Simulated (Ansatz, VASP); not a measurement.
**PdI: VASP beside Ansatz**

```
CELL_PARAMETERS angstrom
0.00000 2.71626 2.71626
2.71626 0.00000 2.71626
2.71626 2.71626 0.00000
ATOMIC_POSITIONS crystal
Pd 0.00000 0.00000 0.00000
I 0.50000 0.50000 0.50000
```

Change from the starting cell: volume scaled by 0.926, to set the pressure.

Alike in both runs: task single point; functional LDA; k mesh 13 × 13 × 13; occupations fermi-dirac, width 0.1 eV; no spin polarisation.

|  | VASP | Ansatz |
| --- | --- | --- |
| version | VASP 6.6.1 | Ansatz 0.2.0 |
| potentials or method | VASP PAW LDA potentials, release 64 (Pd, I) | PAW with Ansatz's default frozen-core files, scalar-relativistic |
| plane-wave cutoff (eV) | 520 | 420 |
| valence electrons in the cell | 17 | 35 |

```tsv
	VASP	Ansatz	Ansatz less VASP
pressure (GPa)	9.2	9.1	-0.15
```

The two sets of potentials don't hold the same shells in valence.

Caveats: an odd number of electrons without spin polarisation forces a metal; a magnetic or distorted state may lie lower. The runs have no spin-orbit coupling, so splittings on I are missing.
